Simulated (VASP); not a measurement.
An input for Quantum ESPRESSO's pw.x (written as the equivalent of a VASP run, and not itself run):

```
&CONTROL
  calculation = 'vc-relax'
  pseudo_dir = './pseudo'
  outdir = './out'
  tprnfor = .true.
  tstress = .true.
  nstep = 60
  forc_conv_thr = 0.00078
/
&SYSTEM
  ibrav = 0
  nat = 5
  ntyp = 3
  ecutwfc = 110
  occupations = 'smearing'
  smearing = 'gaussian'
  degauss = 0.003675
  input_dft = 'pbesol'
/
&ELECTRONS
  conv_thr = 7.3e-08
  electron_maxstep = 100
/
&IONS
/
&CELL
/
ATOMIC_SPECIES
  La 138.905 La.upf
  Ge 72.630 Ge.upf
  I 126.904 I.upf
CELL_PARAMETERS angstrom
     4.4510721   -0.0000000    0.0000000
    -2.2255360    3.8547414    0.0000000
     0.0000000   -0.0000000   11.6742412
ATOMIC_POSITIONS crystal
  La   0.6666670  0.3333330  0.6418448
  La   0.3333330  0.6666670  0.3581552
  Ge   0.0000000  0.0000000  0.5000000
  I    0.3333330  0.6666670  0.8153034
  I    0.6666670  0.3333330  0.1846966
K_POINTS automatic
  5 5 2 0 0 0
```

### Question
Write the VASP files for the same calculation (PBEsol).

### Answer
This is not unique; one that fits is 
**INCAR**
```
NSW = 60   ! most ionic steps
ALGO = Normal   ! blocked Davidson
ISMEAR = 0
EDIFFG = -0.02
EDIFF = 1E-6   ! SCF stop (eV)
LWAVE = .FALSE.
GGA = PS   ! PBEsol
NELM = 100   ! most electronic steps
PREC = Accurate
ISIF = 3   ! ions, shape and volume
LREAL = .FALSE.   ! projection in real space or not
LASPH = .TRUE.   ! aspherical one-centre terms
IBRION = 2
LCHARG = .FALSE.
SYSTEM = La2GeI2
LMAXMIX = 6   ! l cut-off of mixed one-centre charges
ENCUT = 400   ! plane-wave cut-off (eV)
SIGMA = 0.05   ! width (eV)
```

### POSCAR
```
La2GeI2
1.0
  4.4510720747   0.0000000000   0.0000000000
 -2.2255360374   3.8547414210   0.0000000000
  0.0000000000   0.0000000000  11.6742412191
La Ge I
2 1 2
Cartesian
  2.2255382629   1.2849125221   7.4930508675
 -0.0000022256   2.5698288989   4.1811903516
  0.0000000000   0.0000000000   5.8371206096
 -0.0000022256   2.5698288989   9.5180483587
  2.2255382629   1.2849125221   2.1561928604
```

KPOINTS:
```
Automatic mesh
0
Gamma
5 5 2
0 0 0
```

POTCAR, in this order: La Ge_d I (PBE.64 set). Program: vasp_std.

What does not carry over: the potentials are each code's own (VASP's PAW set, PseudoDojo norm-conserving files in pw.x), so ENCUT and ecutwfc are chosen apart and not converted; conv_thr bounds pw.x's estimated SCF error, while EDIFF bounds the energy change between steps; forc_conv_thr acts on force components and is met together with etot_conv_thr.

The structure comes from a computed database's La2GeI2 entry (P-3m1); how it stands against other phases isn't given here. This run relaxes it. Symmetry was kept, so distortions that lower it aren't found. The start is the result of an earlier pass.
